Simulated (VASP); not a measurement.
A convergence study with VASP on Nb (bcc): a few settings are varied, all else stays as given below, so the limit is that of these other settings.

```yaml
crystal:
  lattice:
    - [-1.65000, 1.65000, 1.65000]
    - [1.65000, -1.65000, 1.65000]
    - [1.65000, 1.65000, -1.65000]
  atoms:
    - { symbol: Nb, position: [0.00000, 0.00000, 0.00000] }
```

Level of theory: PBEsol GGA, VASP's PBE PAW potentials (set 64) (plane waves; VASP 6.6.1). The last row used: 550 eV cut-off, 23×23×23 Γ-centred mesh, second-order Methfessel-Paxton smearing of 0.40 eV, potentials Nb_sv.

```tsv
setting	E (eV/atom)	pressure (GPa)	irreducible k-points
ISMEAR = -1, SIGMA = 0.01, 8×8×8 mesh	-10.9712	-4.30	29
ISMEAR = -1, SIGMA = 0.1, 8×8×8 mesh	?	-4.24	29
ISMEAR = 0, SIGMA = 0.01, 8×8×8 mesh	-10.9710	-4.36	29
ISMEAR = 0, SIGMA = 0.1, 8×8×8 mesh	-10.9716	-4.24	29
ISMEAR = 1, SIGMA = 0.01, 8×8×8 mesh	-10.9710	-4.37	29
ISMEAR = 1, SIGMA = 0.2, 8×8×8 mesh	-10.9711	-4.27	29
ISMEAR = 2, SIGMA = 0.05, 8×8×8 mesh	-10.9711	-4.35	29
ISMEAR = 2, SIGMA = 0.2, 8×8×8 mesh	?	?	29
ISMEAR = -1, SIGMA = 0.01, 17×17×17 mesh	-10.9455	-4.97	165
ISMEAR = -1, SIGMA = 0.2, 17×17×17 mesh	-10.9536	-3.91	165
ISMEAR = 0, SIGMA = 0.01, 17×17×17 mesh	-10.9455	-4.96	165
ISMEAR = 0, SIGMA = 0.2, 17×17×17 mesh	-10.9449	-4.75	165
ISMEAR = 1, SIGMA = 0.01, 17×17×17 mesh	-10.9455	-4.95	165
ISMEAR = 1, SIGMA = 0.4, 17×17×17 mesh	-10.9440	-4.81	165
ISMEAR = 2, SIGMA = 0.05, 17×17×17 mesh	-10.9455	-4.96	165
ISMEAR = 2, SIGMA = 0.4, 17×17×17 mesh	-10.9438	-4.89	165
ISMEAR = -1, SIGMA = 0.05, 23×23×23 mesh	-10.9469	-4.84	364
ISMEAR = -1, SIGMA = 0.2, 23×23×23 mesh	-10.9534	-3.89	364
ISMEAR = 0, SIGMA = 0.05, 23×23×23 mesh	-10.9471	-4.99	364
ISMEAR = 0, SIGMA = 0.2, 23×23×23 mesh	-10.9467	-4.69	364
ISMEAR = 1, SIGMA = 0.05, 23×23×23 mesh	-10.9472	-5.07	364
ISMEAR = 1, SIGMA = 0.4, 23×23×23 mesh	-10.9448	-4.76	364
ISMEAR = 2, SIGMA = 0.1, 23×23×23 mesh	-10.9470	-5.00	364
ISMEAR = 2, SIGMA = 0.4, 23×23×23 mesh	-10.9454	-4.80	364
```

### Question
What belongs in the gaps?

### Answer

- ISMEAR = 2, SIGMA = 0.2, 8×8×8 mesh, E (eV/atom): -10.9718
- ISMEAR = 2, SIGMA = 0.2, 8×8×8 mesh, pressure (GPa): -4.31
- ISMEAR = -1, SIGMA = 0.1, 8×8×8 mesh, E (eV/atom): -10.9722

Left out are rungs that failed or repeat a setting and relaxations that didn't move; long series are thinned to 24 rows.

The compound is Nb in the bcc structure. The cell was not relaxed at this level.
